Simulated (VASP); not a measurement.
# LaC2 (I4/mmm) in VASP: notebook

Runs on LaC2. Level: LDA. Tasks: relaxation of cell and atoms, vibrations by finite differences.

Everything below comes from runs of VASP 6.6.1. Logs are shortened: lines on timing, memory, paths and dates and some standing lists are left out, and cuts for length are marked.

### Step 1. Starting point

The structure is tetragonal, space group I4/mmm (No. 139). Conventional cell: a = 3.934 Å, b = 3.934 Å, c = 6.572 Å, α = 90.00°, β = 90.00°, γ = 90.00°. La (site symmetry 4/mmm) has 10 C at 2.65 to 2.85 Å as nearest neighbours. Around C (site symmetry 4mm) lie 1 C at 1.27 Å.

### Step 2. Relaxation of cell and atoms, LDA

INCAR reads:

```
ALGO = Normal ; EDIFF = 1E-7
EDIFFG = -0.002 ; ENCUT = 520
GGA = CA ; IBRION = 2
ISIF = 3 ; ISMEAR = 0
KPAR = 4 ; LASPH = True
LCHARG = False ; LREAL = False
LWAVE = False ; NELM = 60
NSW = 80 ; PREC = Accurate
SIGMA = 0.1
```

KPOINTS reads:

```
k-points
0
Gamma
  16 16 16
```

POSCAR reads:

```
LaC2
1.0
   -1.9670000000      1.9670000000      3.2860000000
    1.9670000000     -1.9670000000      3.2860000000
    1.9670000000      1.9670000000     -3.2860000000
La C
1 2
Direct
    0.0000000000      0.0000000000      0.0000000000
    0.4030000000      0.4030000000      0.0000000000
    0.5970000000      0.5970000000      0.0000000000
```

Potentials or basis: VASP PAW LDA potentials, release 64 (La, C).

Command:

```console
cat potpaw_LDA.64/La/POTCAR potpaw_LDA.64/C/POTCAR > POTCAR
mpirun -np 4 vasp_std > vasp.out
```

OUTCAR:

```text
EDIFF = 1E-7
   EDIFFG = -0.002
   ENCUT = 520
   GGA = CA
   IBRION = 2
   ISIF = 3
   ISMEAR = 0
   LASPH = True
   LREAL = False
   NELM = 60
   NSW = 80
   PREC = Accurate

 ion  position               nearest neighbor table
   1  0.000  0.000  0.000-   2 2.65   3 2.65   3 2.85   2 2.85   3 2.85   3 2.85   3 2.85   2 2.85
                             2 2.85   2 2.85
   2  0.403  0.403  0.000-   3 1.27   1 2.65   1 2.85   1 2.85   1 2.85   1 2.85
   3  0.597  0.597  0.000-   2 1.27   1 2.65   1 2.85   1 2.85   1 2.85   1 2.85

  LATTYP: Found a body centered tetragonal cell.
 ALAT       =     3.9340000000
 C/A-ratio  =     1.6705643111

  Lattice vectors:

 A1 = (  -1.9670000000,   1.9670000000,   3.2860000000)
 A2 = (   1.9670000000,  -1.9670000000,   3.2860000000)
 A3 = (   1.9670000000,   1.9670000000,  -3.2860000000)

Analysis of symmetry for initial positions (statically):
=====================================================================
 Subroutine PRICEL returns:
 Original cell was already a primitive cell.

 Routine SETGRP: Setting up the symmetry group for a
 body centered tetragonal supercell.

 Subroutine GETGRP returns: Found 16 space group operations
 (whereof 16 operations were pure point group operations)
 out of a pool of 16 trial point group operations.

The static configuration has the point symmetry D_4h.

Analysis of symmetry for dynamics (positions and initial velocities):
=====================================================================
 Subroutine PRICEL returns:
 Original cell was already a primitive cell.

 Routine SETGRP: Setting up the symmetry group for a
 body centered tetragonal supercell.

 Subroutine GETGRP returns: Found 16 space group operations
 (whereof 16 operations were pure point group operations)
 out of a pool of 16 trial point group operations.

The dynamic configuration has the point symmetry D_4h.

 Subroutine INISYM returns: Found 16 space group operations
 (whereof 16 operations are pure point group operations),
 and found     1 'primitive' translations

----------------------------------------------------------------------------------------

                                     Primitive cell

  volume of cell :      50.8553

  direct lattice vectors                    reciprocal lattice vectors
    -1.967000000  1.967000000  3.286000000     0.000000000  0.254194204  0.152160682
     1.967000000 -1.967000000  3.286000000     0.254194204  0.000000000  0.152160682
     1.967000000  1.967000000 -3.286000000     0.254194204  0.254194204  0.000000000

  length of vectors
     4.305342495  4.305342495  4.305342495     0.296255914  0.296255914  0.359484891

  position of ions in fractional coordinates (direct lattice)
     0.000000000  0.000000000  0.000000000
     0.403000000  0.403000000  0.000000000
     0.597000000  0.597000000  0.000000000

  ion indices of the primitive-cell ions
   primitive index   ion index
                 1           1
                 2           2
                 3           3

----------------------------------------------------------------------------------------

 KPOINTS: k-points

Automatic generation of k-mesh.
 Grid dimensions read from file:
 generate k-points for:   16   16   16

 Generating k-lattice:

  Cartesian coordinates                     Fractional coordinates (reciprocal lattice)
     0.000000000  0.015887138  0.009510043     0.062500000 -0.000000000  0.000000000
     0.015887138  0.000000000  0.009510043    -0.000000000  0.062500000  0.000000000
     0.015887138  0.015887138  0.000000000     0.000000000  0.000000000  0.062500000

  Length of vectors
     0.018515995  0.018515995  0.022467806

  Shift w.r.t. Gamma in fractional coordinates (k-lattice)
     0.000000000  0.000000000  0.000000000

 Subroutine IBZKPT returns following result:
 ===========================================

 Found    349 irreducible k-points:

 Following reciprocal coordinates:
            Coordinates               Weight
  0.000000  0.000000  0.000000      1.000000
  0.062500 -0.000000  0.000000      8.000000
  0.125000 -0.000000  0.000000      8.000000
  0.187500  0.000000 -0.000000      8.000000
  0.250000 -0.000000  0.000000      8.000000
  0.312500  0.000000  0.000000      8.000000
[... 16 lines left out ...]
 -0.125000  0.062500 -0.000000     16.000000
 -0.062500  0.062500  0.000000      4.000000
 [... further k-points ...]
   k-points           NKPTS =    349   k-points in BZ     NKDIM =    349   number of bands    NBANDS=     13
   number of dos      NEDOS =    301   number of ions     NIONS =      3
   total plane-waves  NPLWV =  32768
   dimension x,y,z NGX =    32 NGY =   32 NGZ =   32
   dimension x,y,z NGXF=    64 NGYF=   64 NGZF=   64
   ions per type =               1   2
   NGX,Y,Z   is equivalent  to a cutoff of  12.36, 12.36, 12.36 a.u.
   NGXF,Y,Z  is equivalent  to a cutoff of  24.71, 24.71, 24.71 a.u.
 SYSTEM =  unknown system
   PREC   = accura    normal or accurate (medium, high low for compatibility)
   ISTART =      0    job   : 0-new  1-cont  2-samecut
   ICHARG =      2    charge: 1-file 2-atom 10-const
   ISPIN  =      1    spin polarized calculation?
   LNONCOLLINEAR =      F non collinear calculations
   LSORBIT =      F    spin-orbit coupling
   LASPH  =      T    aspherical Exc in radial PAW
   ENCUT  =  520.0 eV  38.22 Ry    6.18 a.u.   8.01  8.01  8.01*2*pi/ulx,y,z
   NELM   =     60;   NELMIN=  2; NELMDL= -5     # of ELM steps
   EDIFF  = 0.1E-06   stopping-criterion for ELM
   LREAL  =      F    real-space projection
   EDIFFG = -.2E-02   stopping-criterion for IOM
   NSW    =     80    number of steps for IOM
   IBRION =      2    ionic relax: 0-MD 1-quasi-New 2-CG
   NFREE  =      1    steps in history (QN), initial steepest desc. (CG)
   ISIF   =      3    stress and relaxation
   ISYM   =      2    0-nonsym 1-usesym 2-fastsym
   POTIM  = 0.5000    time-step for ionic-motion
   TEBEG  =    0.0;   TEEND  =   0.0 temperature during run
   PSTRESS=    0.0 pullay stress
   NELECT =      19.0000    total number of electrons
   NUPDOWN=      -1.0000    fix difference up-down
   EMIN   =  10.00;   EMAX   =-10.00  energy-range for DOS
   EFERMI =   0.00;   METHOD = LEGACY
   ISMEAR =     0;   SIGMA  =   0.10  broadening in eV -4-tet -1-fermi 0-gaus
   EFERMI_NEDOS =   21; number of points for ismear=-14 and -15
   IALGO  =     38    algorithm
   IMIX   =      4    mixing-type and parameters
     AMIX     =   0.40;   BMIX     =  1.00
     AMIX_MAG =   1.60;   BMIX_MAG =  1.00
  volume/ion in A,a.u.               =      16.95       114.40
  Fermi-wavevector in a.u.,A,eV,Ry     =   1.179091  2.228159 18.915571  1.390255
  Thomas-Fermi vector in A             =   2.315408
   LORBIT       =      0    0 simple, 1 ext, 2 COOP (PROOUT), +10 PAW based schemes
   GGA     = CA    functional components
   LHFCALC =     F    Hartree Fock is set to
   AEXX    =    0.0000 exact exchange contribution
   IVDW    =     0    specifies the selected vdW correction
   LEPSILON=     F    determine dielectric tensor
   LRPA    =     F    only Hartree local field effects (RPA)
 conjugate gradient relaxation of ions
 non-spin polarized calculation
 Gauss-broadening in eV      SIGMA  =   0.10
  energy-cutoff  :      520.00
  volume of cell :       50.86
 maximum number of plane-waves:      1404
   NGX = 15   NGY = 15   NGZ = 15

--------------------------------------- Ionic step        1  -------------------------------------------

 number of electron      19.0000001 magnetization

 Free energy of the ion-electron system (eV)
  ---------------------------------------------------
  ext. energy  EPLUGINS =         0.00000000
  ---------------------------------------------------
  free energy    TOTEN  =       -26.09353326 eV

  energy without entropy =      -26.08840264  energy(sigma->0) =      -26.09096795

------------------------ aborting loop because EDIFF is reached ----------------------------------------

  FORCE on cell =-STRESS in cart. coord.  units (eV):
  Direction    XX          YY          ZZ          XY          YZ          ZX
  --------------------------------------------------------------------------------------
  -------------------------------------------------------------------------------------
  Total       -1.4541137     -1.4541137     -0.6171376      0.0000000      0.0000000      0.0000000
  in kB      -45.8113056    -45.8113056    -19.4426871      0.0000000      0.0000000      0.0000000
  external PRESSURE =     -37.0217661 kB  Pullay stress =       0.0000000 kB
[... 92 lines left out ...]
  FREE ENERGIE OF THE ION-ELECTRON SYSTEM (eV)
  ---------------------------------------------------
  free  energy   TOTEN  =       -26.1193215478 eV

  energy  without entropy=      -26.1146020801  energy(sigma->0) =      -26.11696181

[... ionic steps 4 to 12 ...]

--------------------------------------- Ionic step       13  -------------------------------------------

 number of electron      19.0000000 magnetization

------------------------ aborting loop because EDIFF is reached ----------------------------------------
[... 69 lines left out ...]
--------------------------------------- Ionic step       15  -------------------------------------------

 number of electron      19.0000000 magnetization

 Free energy of the ion-electron system (eV)
  ---------------------------------------------------
  ext. energy  EPLUGINS =         0.00000000
  ---------------------------------------------------
  free energy    TOTEN  =       -26.13760633 eV

  energy without entropy =      -26.13310555  energy(sigma->0) =      -26.13535594

 E-fermi :   7.5258     XC(G=0): -10.7365

 val. band max:        7.5143840552   @ k =   0.1875   0.1875  -0.0000
 cond. band min:       7.5274600929   @ k =   0.5000   0.5000   0.3750
 fundamental gap:      0.0130760377
 Fermi energy:         7.5257773449

 k-point     1 :       0.0000    0.0000    0.0000
  band No.  band energies     occupation
      1     -24.5586      2.00000
      2      -8.1107      2.00000
      3      -8.1107      2.00000
      4      -7.9825      2.00000
      5      -7.1015      2.00000
      6       2.6908      2.00000
      7       2.8214      2.00000
      8       4.3895      2.00000
      9       4.3895      2.00000
     10       7.4268      1.83860
     11       7.4268      1.83860
     12       8.0627      0.00000
     13       9.5483      0.00000
[... 354 lines left out ...]
  band No.  band energies     occupation
      1     -24.5525      2.00000
      2      -8.3270      2.00000
      3      -8.1338      2.00000
      4      -7.9921      2.00000
      5      -6.8564      2.00000
      6       2.7049      2.00000
      7       2.7811      2.00000
      8       4.1443      2.00000
      9       4.3698      2.00000
     10       7.2709      1.99969
     11       7.6038      0.26971
     12       8.2231      0.00000
     13       9.6344      0.00000

 [... further k-points ...]
[... 5 lines left out ...]
  --------------------------------------------------------------------------------------
  -------------------------------------------------------------------------------------
  Total       -0.0019382     -0.0019382      0.0030059      0.0000000      0.0000000      0.0000000
  in kB       -0.0641955     -0.0641955      0.0995612      0.0000000      0.0000000      0.0000000
  external PRESSURE =      -0.0096100 kB  Pullay stress =       0.0000000 kB
[... 18 lines left out ...]
  FREE ENERGIE OF THE ION-ELECTRON SYSTEM (eV)
  ---------------------------------------------------
  free  energy   TOTEN  =       -26.1376063281 eV

  energy  without entropy=      -26.1331055495  energy(sigma->0) =      -26.13535594

 reached required accuracy - stopping structural energy minimisation
```

It took 2.8 min on 4 MPI ranks of Intel Xeon 6975P-C (Granite Rapids), shared host; peak memory 0.42 GiB.

Results:

| Quantity | Value |
| --- | --- |
| Free energy | -26.1376 eV |
| Relaxed volume | 16.12 Å³/atom |
| Relaxed cell | a = 4.242 Å, b = 4.242 Å, c = 4.242 Å, α = 125.89°, β = 125.89°, γ = 80.08° |
| Space group after relaxing (to 0.05 Å) | I4/mmm (No. 139) |
| Energy gained by relaxing | 14.7 meV/atom |
| Ionic steps | 15 |
| Pressure after relaxing | 0.0 GPa |
| Band gap on the k mesh | none (metal or under the smearing width) |

Step by step:
```csv
step,energy change (eV),largest force (eV/Å),pressure (GPa),volume (Å³)
1,0.0000,0.8829,-3.70,50.86
2,0.0561,3.1022,-3.21,48.02
3,-0.0258,0.6884,-3.87,49.85
4,-0.0238,0.5851,4.41,46.97
5,-0.0435,0.0825,-0.07,48.43
6,-0.0435,0.0701,0.02,48.40
7,-0.0440,0.0296,0.05,48.39
8,-0.0440,0.0742,0.06,48.39
9,-0.0437,0.1736,-0.37,48.41
10,-0.0441,0.0101,-0.05,48.40
11,-0.0441,0.0006,-0.02,48.38
12,-0.0441,0.0032,-0.01,48.37
13,-0.0441,0.0025,-0.01,48.37
14,-0.0441,0.0059,0.01,48.37
15,-0.0441,0.0007,0.00,48.37
```

Final structure:
```
CELL_PARAMETERS angstrom
-1.92963 1.92963 3.24777
1.92963 -1.92963 3.24777
1.92963 1.92963 -3.24777
ATOMIC_POSITIONS crystal
La 0.00000 0.00000 0.00000
C 0.40097 0.40097 0.00000
C 0.59903 0.59903 0.00000
```

Levels at points of the mesh, in eV from the Fermi level:
| k point | band 6 | band 7 | band 8 | band 9 | band 10 | band 11 | band 12 | band 13 |
| --- | --- | --- | --- | --- | --- | --- | --- | --- |
| (0.00, 0.00, 0.00) | -4.83 | -4.70 | -3.14 | -3.14 | -0.10 | -0.10 | 0.54 | 2.02 |
| (0.50, 0.00, 0.00) | -6.54 | -4.97 | -4.63 | -2.09 | 1.10 | 1.58 | 2.18 | 2.63 |
| (0.50, 0.50, 0.00) | -4.80 | -3.42 | -3.37 | -2.93 | -2.36 | 2.29 | 2.38 | 2.43 |
| (0.50, 0.50, 0.50) | -5.09 | -3.29 | -3.29 | -2.58 | -0.76 | 2.47 | 2.50 | 2.52 |

(Continued in part 2 of 2.)
